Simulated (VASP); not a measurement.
Output of a VASP run:

File OSZICAR:
```
       N       E                     dE             d eps       ncg     rms          rms(c)
DAV:   1     0.253683725627E+03    0.25368E+03   -0.17873E+04   924   0.151E+03
DAV:   2    -0.985367796226E+00   -0.25467E+03   -0.24976E+03  1020   0.368E+02
DAV:   3    -0.156802454965E+02   -0.14695E+02   -0.14644E+02  1128   0.875E+01
DAV:   4    -0.158421772568E+02   -0.16193E+00   -0.16187E+00  1068   0.933E+00
DAV:   5    -0.158449056928E+02   -0.27284E-02   -0.27282E-02  1146   0.116E+00    0.127E+01
DAV:   6    -0.148651952041E+02    0.97971E+00   -0.24003E+00  1218   0.174E+01    0.963E+00
DAV:   7    -0.148331871647E+02    0.32008E-01   -0.83086E-01  1050   0.548E+00    0.361E+00
DAV:   8    -0.148181380257E+02    0.15049E-01   -0.15335E-01  1146   0.416E+00    0.587E-01
DAV:   9    -0.148163826968E+02    0.17553E-02   -0.24434E-02  1172   0.214E+00    0.173E-01
DAV:  10    -0.148160463600E+02    0.33634E-03   -0.15805E-03  1176   0.489E-01    0.766E-02
DAV:  11    -0.148160586063E+02   -0.12246E-04   -0.11252E-04  1110   0.748E-02    0.844E-02
DAV:  12    -0.148160594500E+02   -0.84365E-06   -0.61136E-06  1102   0.142E-02    0.105E-01
DAV:  13    -0.148160751823E+02   -0.15732E-04   -0.80667E-05  1014   0.851E-02    0.102E-01
DAV:  14    -0.148160743040E+02    0.87824E-06   -0.14699E-05  1158   0.526E-02    0.703E-02
DAV:  15    -0.148160685341E+02    0.57699E-05   -0.64569E-06   966   0.161E-02    0.391E-02
DAV:  16    -0.148160672523E+02    0.12818E-05   -0.50696E-06  1068   0.106E-02    0.103E-02
DAV:  17    -0.148160672795E+02   -0.27144E-07   -0.39388E-07  1068   0.335E-03
   1 F= -.14816067E+02 E0= -.14816067E+02  d E =-.148161E+02
       N       E                     dE             d eps       ncg     rms          rms(c)
DAV:   1    -0.148162027254E+02   -0.13547E-03   -0.63883E-03   948   0.582E-01    0.575E-02
DAV:   2    -0.148161300619E+02    0.72663E-04   -0.12794E-04  1080   0.114E-01    0.288E-02
DAV:   3    -0.148161007552E+02    0.29307E-04   -0.49147E-05  1094   0.549E-02    0.116E-02
DAV:   4    -0.148160985412E+02    0.22140E-05   -0.86348E-06  1104   0.242E-02    0.577E-03
DAV:   5    -0.148160983645E+02    0.17672E-06   -0.43173E-07  1070   0.540E-03    0.209E-03
DAV:   6    -0.148160983651E+02   -0.65711E-09   -0.43921E-08   498   0.188E-03
   2 F= -.14816098E+02 E0= -.14816098E+02  d E =-.310857E-04
```

OUTCAR:
```
------------------------ aborting loop because EDIFF is reached ----------------------------------------
  FORCE on cell =-STRESS in cart. coord.  units (eV):
  Direction    XX          YY          ZZ          XY          YZ          ZX
  --------------------------------------------------------------------------------------
  Total       -0.0052442     -0.0052442      0.0185201      0.0000000      0.0000000      0.0000000
  in kB       -0.0873668     -0.0873668      0.3085399      0.0000000      0.0000000      0.0000000
  external PRESSURE =       0.0446021 kB  Pullay stress =       0.0000000 kB
  volume of cell :       96.17
      direct lattice vectors                 reciprocal lattice vectors
     2.043970990 -3.540261439  0.000000000     0.244621867 -0.141232507  0.000000000
     2.043970990  3.540261439  0.000000000     0.244621867  0.141232507  0.000000000
     0.000000000  0.000000000  6.645128871     0.000000000  0.000000000  0.150486171
  FREE ENERGIE OF THE ION-ELECTRON SYSTEM (eV)
  ---------------------------------------------------
  free  energy   TOTEN  =       -14.8160983651 eV

  energy  without entropy=      -14.8160983651  energy(sigma->0) =      -14.81609837

 reached required accuracy - stopping structural energy minimisation
```
(Selected blocks of OUTCAR.)

**POSCAR**
```
CdS
1
    2.0444855418    -3.5411526684     0.0000000000
    2.0444855418     3.5411526684     0.0000000000
    0.0000000000     0.0000000000     6.6417844313
Cd S
2 2
Direct
  0.6666670000   0.3333330000   0.5000096857
  0.3333330000   0.6666670000   0.0000096857
  0.6666670000   0.3333330000   0.8769903143
  0.3333330000   0.6666670000   0.3769903143
```

Write an INCAR and KPOINTS that could have produced this output.

This is not unique; one that fits is the input of the run itself, LDA (Ceperley-Alder, Perdew-Zunger), plane waves, VASP's LDA PAW potentials (set 64).

### KPOINTS
```
Automatic mesh
0
Gamma
6 6 4
0 0 0
```

### INCAR
```
! general
SYSTEM =CdS
PREC   =Accurate
ENCUT  =520
LREAL  =.FALSE.
LASPH  =.TRUE.

! electronic loop
EDIFF  =1E-7
NELM   =100
ALGO   =Normal
LMAXMIX=4

! smearing
ISMEAR =0
SIGMA  =0.05

! ions
IBRION =2
NSW    =30
ISIF   =4
EDIFFG =-0.01

! output
LWAVE  =.FALSE.
LCHARG =.FALSE.
```

POTCAR, in this order: Cd S (LDA.64 set). Program: vasp_std.

The compound is CdS in the wurtzite structure. This run relaxes it. Symmetry was kept, so distortions that lower it aren't found.
